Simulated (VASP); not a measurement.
OSZICAR of a VASP run on CdSe (zinc blende):

File OSZICAR:
```
       N       E                     dE             d eps       ncg     rms          rms(c)
DAV:   1     0.105027836909E+03    0.10503E+03   -0.84663E+03   520   0.116E+03
DAV:   2    -0.204137969498E+01   -0.10707E+03   -0.10100E+03   575   0.284E+02
DAV:   3    -0.652664418152E+01   -0.44853E+01   -0.44707E+01   620   0.603E+01
DAV:   4    -0.655023297740E+01   -0.23589E-01   -0.23586E-01   560   0.425E+00
DAV:   5    -0.655037323595E+01   -0.14026E-03   -0.14026E-03   615   0.304E-01    0.649E+00
DAV:   6    -0.619612713435E+01    0.35425E+00   -0.71052E-01   719   0.122E+01    0.508E+00
DAV:   7    -0.617276926459E+01    0.23358E-01   -0.15030E-01   565   0.310E+00    0.227E+00
DAV:   8    -0.617152866766E+01    0.12406E-02   -0.15685E-02   555   0.190E+00    0.224E-01
DAV:   9    -0.617138425051E+01    0.14442E-03   -0.20933E-03   595   0.723E-01    0.527E-02
DAV:  10    -0.617139715794E+01   -0.12907E-04   -0.21312E-04   555   0.226E-01    0.380E-02
DAV:  11    -0.617142011070E+01   -0.22953E-04   -0.45135E-05   530   0.604E-02    0.151E-02
DAV:  12    -0.617141942413E+01    0.68657E-06   -0.48891E-06   600   0.351E-02
   1 F= -.61714194E+01 E0= -.61714194E+01  d E =-.617142E+01
       N       E                     dE             d eps       ncg     rms          rms(c)
DAV:   1    -0.632486503625E+01   -0.15344E+00   -0.31422E+00   575   0.241E+01    0.302E+00
DAV:   2    -0.619178156872E+01    0.13308E+00   -0.32727E-01   550   0.911E+00    0.106E+00
DAV:   3    -0.617700536940E+01    0.14776E-01   -0.37630E-02   565   0.227E+00    0.920E-01
DAV:   4    -0.617520995905E+01    0.17954E-02   -0.27049E-03   530   0.469E-01    0.166E-01
DAV:   5    -0.617509906426E+01    0.11089E-03   -0.56424E-04   610   0.356E-01    0.348E-02
DAV:   6    -0.617509506845E+01    0.39958E-05   -0.84929E-05   545   0.129E-01    0.173E-02
DAV:   7    -0.617509760523E+01   -0.25368E-05   -0.44419E-06   585   0.170E-02    0.333E-03
DAV:   8    -0.617509754032E+01    0.64909E-07   -0.57271E-07   275   0.107E-02
   2 F= -.61750975E+01 E0= -.61750975E+01  d E =-.367812E-02
       N       E                     dE             d eps       ncg     rms          rms(c)
DAV:   1    -0.618861410898E+01   -0.13517E-01   -0.26343E-01   575   0.684E+00    0.811E-01
DAV:   2    -0.617705754958E+01    0.11557E-01   -0.29914E-02   560   0.277E+00    0.275E-01
DAV:   3    -0.617589515381E+01    0.11624E-02   -0.31890E-03   560   0.635E-01    0.234E-01
DAV:   4    -0.617578399477E+01    0.11116E-03   -0.22568E-04   540   0.151E-01    0.365E-02
DAV:   5    -0.617577941165E+01    0.45831E-05   -0.40634E-05   595   0.983E-02    0.173E-02
DAV:   6    -0.617578039742E+01   -0.98577E-06   -0.71406E-06   555   0.374E-02
   3 F= -.61757804E+01 E0= -.61757804E+01  d E =-.436097E-02
```

### Question
Which electronic solver shows in the log?

### Answer
It is blocked Davidson (ALGO = Normal, or the opening steps of other solvers). The INCAR had ALGO = Normal.

### Question
Can the final energy be trusted as converged?

### Answer
The run converged. It stopped with EDIFF = 1E-6, NELM = 100, NSW = 60 and EDIFFG = -0.01 after 3 ionic steps (PBEsol GGA, plane waves, VASP's PBE PAW potentials (set 64)). Energy and stress use the plane-wave basis of the starting cell.

The compound is CdSe in the zinc blende structure, whereas wurtzite is the usual form. This run relaxes it. Symmetry was kept, so distortions that lower it aren't found.
